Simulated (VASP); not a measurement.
```
Fe3ZnC
1.0
    3.89695     0.00000     0.00000
    0.00000     3.89695     0.00000
    0.00000     0.00000     3.89695
Zn C Fe
1 1 3
Direct
  0.00000   0.00000   0.00000
  0.50000   0.50000   0.50000
  0.00000   0.50000   0.50000
  0.50000   0.50000   0.00000
  0.50000   0.00000   0.50000
```
Starting moments (μB, in the order of the record's atoms Zn C Fe Fe Fe): 0.0 0.0 4.0 4.0 4.0.

The numbers are results of PBEsol GGA, VASP's PBE PAW potentials (set 64) (plane waves; VASP), not measurements. Settings: 400 eV cut-off, 5×5×5 Γ-centred mesh, Fermi-Dirac smearing of 0.10 eV, potentials Zn C Fe.

At this cut-off the stress carries a Pulay error, which pulls relaxed volumes low. Energy and stress use the plane-wave basis of the starting cell.

Q: The ions, cell shape and volume are relaxed. Predict the relaxed structure.

A: 
```
Fe3ZnC
1.0
    3.72457     0.00000     0.00000
    0.00000     3.72457     0.00000
    0.00000     0.00000     3.72457
Zn C Fe
1 1 3
Direct
  0.00000   0.00000   0.00000
  0.50000   0.50000   0.50000
  0.00000   0.50000   0.50000
  0.50000   0.50000   0.00000
  0.50000   0.00000   0.50000
```
Space group Pm-3m (221), at a tolerance of 0.03 Å. The cell ends with 3.98 μB, on the sites -0.06 -0.11 1.39 1.39 1.39 μB.

Q: How do energy and volume change from the first to the last step?

A: The energy (σ→0) changes by -132.3 meV/atom and the volume by -12.7 %, in 6 ionic steps.

The structure was generated: ZnFe3C was put into an ordered model structure, which need not be its known phase. This run relaxes it. Symmetry was kept, so distortions that lower it aren't found. The k-mesh is coarse (spacing up to 0.34 per Å, 2π included), so the numbers may not be converged in it. The run is one of a series of settings (EDIFFG = -0.01, IBRION = 2, ISIF = 3, NSW = 50 against the base run), some of them coarse on purpose.
